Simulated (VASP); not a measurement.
Calculation: optB86b-vdW, VASP's PBE PAW potentials (set 64) (plane waves; VASP).

A VASP calculation is set up with these files.

File KPOINTS:
```
Automatic mesh
0
Gamma
9 9 9
0 0 0
```

POSCAR:
```
K
1
   -2.6400000000     2.6400000000     2.6400000000
    2.6400000000    -2.6400000000     2.6400000000
    2.6400000000     2.6400000000    -2.6400000000
K
1
Direct
  0.0000000000   0.0000000000   0.0000000000
```

INCAR:
```
! general
SYSTEM    =  K
PREC      =  Accurate
ENCUT     =  520
LREAL     =  .False.   ! projection in real space or not
LASPH     =  .True.   ! aspherical one-centre terms

! electronic loop
EDIFF     =  1E-6   ! SCF stop (eV)
NELM      =  100   ! most electronic steps
ALGO      =  Normal

! smearing
ISMEAR    =  1
SIGMA     =  0.1

! functional
GGA       =  MK
LUSE_VDW  =  .True.
AGGAC     =  0.0
PARAM1    =  0.1234
PARAM2    =  1.0

! ions
IBRION    =  2   ! conjugate gradients
NSW       =  60   ! most ionic steps
ISIF      =  3   ! ions, shape and volume
EDIFFG    =  -0.01

! output
LWAVE     =  .False.
LCHARG    =  .False.
```

POTCAR, in this order: K_sv (PBE.64 set). Program: vasp_std.

What VASP printed:

**OSZICAR**
```
       N       E                     dE             d eps       ncg     rms          rms(c)
DAV:   1     0.467296515922E+02    0.46730E+02   -0.36564E+03   560   0.865E+02
DAV:   2     0.263670724639E+01   -0.44093E+02   -0.43883E+02   568   0.210E+02
DAV:   3     0.120992313131E+01   -0.14268E+01   -0.14224E+01   928   0.339E+01
DAV:   4     0.118840161727E+01   -0.21522E-01   -0.21492E-01   928   0.338E+00
DAV:   5     0.118829554371E+01   -0.10607E-03   -0.10607E-03   912   0.189E-01    0.226E+00
DAV:   6     0.118783854499E+01   -0.45700E-03   -0.21309E-03   944   0.318E-01    0.141E+00
DAV:   7     0.118650619447E+01   -0.13324E-02   -0.52259E-03   768   0.474E-01    0.608E-02
DAV:   8     0.118632449663E+01   -0.18170E-03   -0.24903E-04   864   0.174E-01    0.223E-02
DAV:   9     0.118624118443E+01   -0.83312E-04   -0.12829E-04   712   0.691E-02    0.122E-02
DAV:  10     0.118623975805E+01   -0.14264E-05   -0.12329E-05  1008   0.287E-02    0.276E-03
DAV:  11     0.118623953990E+01   -0.21815E-06   -0.38381E-07   736   0.410E-03
   1 F= 0.11862395E+01 E0= 0.11863834E+01  d E =0.118624E+01
       N       E                     dE             d eps       ncg     rms          rms(c)
DAV:   1     0.117646372070E+01   -0.97760E-02   -0.24969E-01   568   0.603E+00    0.743E-01
DAV:   2     0.118343060705E+01    0.69669E-02   -0.22176E-02   616   0.182E+00    0.269E-01
DAV:   3     0.118560625782E+01    0.21757E-02   -0.77049E-03   800   0.824E-01    0.233E-01
DAV:   4     0.118542908317E+01   -0.17717E-03   -0.60727E-04   944   0.208E-01    0.633E-02
DAV:   5     0.118538431679E+01   -0.44766E-04   -0.37972E-04   872   0.136E-01    0.199E-02
DAV:   6     0.118537966144E+01   -0.46554E-05   -0.87721E-06   952   0.261E-02    0.484E-03
DAV:   7     0.118537943205E+01   -0.22938E-06   -0.17277E-07   432   0.395E-03
   2 F= 0.11853794E+01 E0= 0.11855269E+01  d E =-.860108E-03
       N       E                     dE             d eps       ncg     rms          rms(c)
DAV:   1     0.113881883279E+01   -0.46561E-01   -0.12618E+00   568   0.135E+01    0.159E+00
DAV:   2     0.117477913437E+01    0.35960E-01   -0.11080E-01   600   0.410E+00    0.594E-01
DAV:   3     0.118542140574E+01    0.10642E-01   -0.41663E-02   800   0.191E+00    0.510E-01
DAV:   4     0.118448584928E+01   -0.93556E-03   -0.30107E-03   904   0.542E-01    0.118E-01
DAV:   5     0.118432111911E+01   -0.16473E-03   -0.16734E-03   864   0.296E-01    0.528E-02
DAV:   6     0.118428107848E+01   -0.40041E-04   -0.49983E-05  1000   0.532E-02    0.981E-03
DAV:   7     0.118428119179E+01    0.11331E-06   -0.13733E-06   544   0.107E-02
   3 F= 0.11842812E+01 E0= 0.11844373E+01  d E =-.195835E-02
       N       E                     dE             d eps       ncg     rms          rms(c)
DAV:   1     0.117760927866E+01   -0.66718E-02   -0.18336E-01   568   0.517E+00    0.640E-01
DAV:   2     0.118273871558E+01    0.51294E-02   -0.16351E-02   608   0.157E+00    0.232E-01
DAV:   3     0.118434312831E+01    0.16044E-02   -0.55869E-03   784   0.704E-01    0.202E-01
DAV:   4     0.118421079344E+01   -0.13233E-03   -0.50519E-04   944   0.183E-01    0.539E-02
DAV:   5     0.118417472140E+01   -0.36072E-04   -0.27535E-04   856   0.116E-01    0.173E-02
DAV:   6     0.118417155800E+01   -0.31634E-05   -0.67630E-06   888   0.239E-02    0.407E-03
DAV:   7     0.118417135418E+01   -0.20382E-06   -0.13324E-07   384   0.349E-03
   4 F= 0.11841714E+01 E0= 0.11843309E+01  d E =-.206819E-02
```

### OUTCAR
```
------------------------ aborting loop because EDIFF is reached ----------------------------------------
  FORCE on cell =-STRESS in cart. coord.  units (eV):
  Direction    XX          YY          ZZ          XY          YZ          ZX
  --------------------------------------------------------------------------------------
  Total       -0.0012771     -0.0012771     -0.0012771      0.0000000      0.0000000     -0.0000000
  in kB       -0.0291927     -0.0291927     -0.0291927      0.0000000      0.0000000     -0.0000000
  external PRESSURE =      -0.0291927 kB  Pullay stress =       0.0000000 kB
  volume of cell :       70.09
      direct lattice vectors                 reciprocal lattice vectors
    -2.597338805  2.597338805  2.597338805     0.000000000  0.192504728  0.192504728
     2.597338805 -2.597338805  2.597338805     0.192504728  0.000000000  0.192504728
     2.597338805  2.597338805 -2.597338805     0.192504728  0.192504728  0.000000000
 POSITION                                       TOTAL-FORCE (eV/Angst)
 -----------------------------------------------------------------------------------
      2.59734      2.59734     -2.59734        -0.000000      0.000000     -0.000000
 -----------------------------------------------------------------------------------
    total drift:                                0.000000      0.000000     -0.000000
  FREE ENERGIE OF THE ION-ELECTRON SYSTEM (eV)
  ---------------------------------------------------
  free  energy   TOTEN  =         1.1841713542 eV

  energy  without entropy=        1.1846500260  energy(sigma->0) =        1.18433091

 reached required accuracy - stopping structural energy minimisation
```
(Selected blocks of OUTCAR.)

**CONTCAR**
```
K
   1.00000000000000
    -2.5973388052016411    2.5973388052016411    2.5973388052016411
     2.5973388052016411   -2.5973388052016411    2.5973388052016411
     2.5973388052016411    2.5973388052016411   -2.5973388052016411
  K
     1
Direct
     0.0000000000000000    0.0000000000000000    1.0000000000000000
```

Energy and stress use the plane-wave basis of the starting cell.

The compound is K in the bcc structure. This run relaxes it. Symmetry was kept, so distortions that lower it aren't found.
